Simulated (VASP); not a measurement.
Crystal: Cd3F.

```
Cd F
1.0
     3.44284    0.00000    0.00000
     0.00000    3.44284    0.00000
     0.00000    0.00000    8.97603
Cd F
3 1
Direct
  0.50000 0.50000 0.76422
  0.00000 0.00000 0.50000
  0.50000 0.50000 0.23578
  0.00000 0.00000 0.00000
```

The cell was built by a generator and needn't be a form met in nature.

| Quantity | Value |
| --- | --- |
| Program | VASP 6.6.1 |
| Task | relaxation of the atoms |
| Functional | PBEsol |
| Potentials or basis | VASP PAW PBE potentials, release 64 (Cd, F) |
| Cutoff | 520 eV |
| k mesh | 8 × 8 × 3 |
| Occupations | gaussian, width 0.05 eV |
| Spin | no spin polarisation |

At the start: pressure -8.4 GPa; volume 26.60 Å³/atom.

Task: Where does the relaxation end?

Result: Over 9 steps the energy falls by 61.8 meV/atom; space group P4/mmm (No. 123, to 0.05 Å).

The path:
| step | energy change (eV) | largest force (eV/Å) | pressure (GPa) |
| --- | --- | --- | --- |
| 1 | 0.0000 | 0.4259 | -8.39 |
| 2 | -0.0171 | 0.4094 | -8.39 |
| 3 | -0.0649 | 0.3615 | -8.30 |
| 4 | -0.1367 | 0.2386 | -8.10 |
| 5 | -0.2369 | 0.1275 | -7.11 |
| 6 | 0.6536 | 4.2342 | 1.44 |
| 7 | -0.2403 | 0.1074 | -7.06 |
| 8 | -0.2472 | 0.0220 | -6.66 |
| 9 | -0.2474 | 0.0037 | -6.74 |

Final structure:
```xyz
4
Lattice="3.4428 0.0000 0.0000 0.0000 3.4428 0.0000 0.0000 0.0000 8.9760" Properties=species:S:1:pos:R:3 pbc="T T T"
Cd    1.7214    1.7214    7.3884
Cd    0.0000    0.0000    4.4880
Cd    1.7214    1.7214    1.5876
F     0.0000    0.0000    0.0000
```

Caveat: the PAW data sets were made with another functional, which shifts forces and pressure a little; an odd number of electrons without spin polarisation forces a metal; a magnetic or distorted state may lie lower.
